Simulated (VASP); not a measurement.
Be3Te2Se:

```xyz
6
Lattice="3.7670 0.0000 0.0000 -1.8835 3.2623 0.0000 0.0000 0.0000 9.2270" Properties=species:S:1:pos:R:3 pbc="T T T"
Be    0.0000    2.1749    5.3824
Be    0.0000    0.0000    2.3068
Be    1.8835    1.0874    8.4581
Te    0.0000    2.1749    3.0756
Te    1.8835    1.0874    6.1514
Se    0.0000    0.0000    0.0000
```

The cell was built by a generator and needn't be a form met in nature.

* Program: VASP 6.6.1
* Task: relaxation of cell and atoms
* Functional: PBE
* Potentials or basis: VASP PAW PBE potentials, release 64 (Be, Te, Se)
* Cutoff: 520 eV
* k mesh: 4 × 4 × 2
* Occupations: gaussian, width 0.15 eV
* Spin: no spin polarisation

At the start: pressure 8.8 GPa; volume 18.90 Å³/atom.

Problem. How do energy, volume and symmetry change on relaxing?

Solution. Over 8 steps the energy falls by 78.9 meV/atom and the volume is 21.05 Å³/atom (+11.4 %); space group P3m1 (No. 156, to 0.05 Å).

The path:
```
step  energy change (eV)  largest force (eV/Å)  pressure (GPa)  volume (Å³)
   1              0.0000                1.1685            8.75       113.39
   2             -0.3940                0.4481           -2.03       131.19
   3             -0.4105                0.5430           -0.25       127.81
   4             -0.4102                0.5279           -0.72       128.29
   5             -0.4415                0.3601           -0.56       127.69
   6             -0.4676                0.2144            0.08       126.20
   7             -0.4692                0.1480           -0.03       126.49
   8             -0.4732                0.0654            0.02       126.29
```

Final structure:
```
CELL_PARAMETERS angstrom
3.91618 0.00000 0.00000
-1.95809 3.39151 0.00000
0.00000 0.00000 9.50820
ATOMIC_POSITIONS crystal
Be 0.33333 0.66667 0.58385
Be 0.00000 0.00000 0.23643
Be 0.66667 0.33333 0.93079
Te 0.33333 0.66667 0.32651
Te 0.66667 0.33333 0.67196
Se 0.00000 0.00000 0.00048
```

Caveat: the k mesh is coarse (spacing up to 0.48 Å⁻¹), so the values aren't converged.
